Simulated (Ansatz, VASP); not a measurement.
**Sn3C5: VASP beside Ansatz**

```
Sn C
1.0
    -3.29683    3.29683    3.29683
     3.29683   -3.29683    3.29683
     3.29683    3.29683   -3.29683
Sn C
3 5
Direct
  0.00000 0.50000 0.50000
  0.50000 0.50000 0.00000
  0.50000 0.00000 0.50000
  0.00000 0.00000 0.00000
  0.00000 0.00000 0.50000
  0.00000 0.50000 0.00000
  0.50000 0.00000 0.00000
  0.50000 0.50000 0.50000
```

Change from the starting cell: species swapped into the Fe5Co3 type (Im-3m, No. 229).

Alike in both runs: task relaxation of cell and atoms; functional PBE; k mesh 4 × 4 × 4; occupations gaussian, width 0.1 eV; no spin polarisation.

|  | VASP | Ansatz |
| --- | --- | --- |
| version | VASP 6.6.1 | Ansatz 0.2.0 |
| potentials or method | VASP PAW PBE potentials, release 64 (Sn_d, C) | scalar-relativistic, plane waves, PAW |
| plane-wave cutoff (eV) | 600 | 420 |
| valence electrons in the cell | 62 | 62 |

```tsv
	VASP	Ansatz	Ansatz less VASP
gap on the k mesh at the Fermi level, each at its own relaxed structure (eV)	none	none	-
relaxed volume (Å³/atom)	12.83	12.86	+0.030
relaxed cell length with the largest relative difference (Å)	5.109	5.113	+0.0040
energy change over the relaxation (meV/atom)	-363	-363	+0.4
```

A gap of «none» marks a metal or a gap that the smearing closes.

Caveats: the volume moved by over 15 % at a fixed basis, so the end points are rough (VASP).
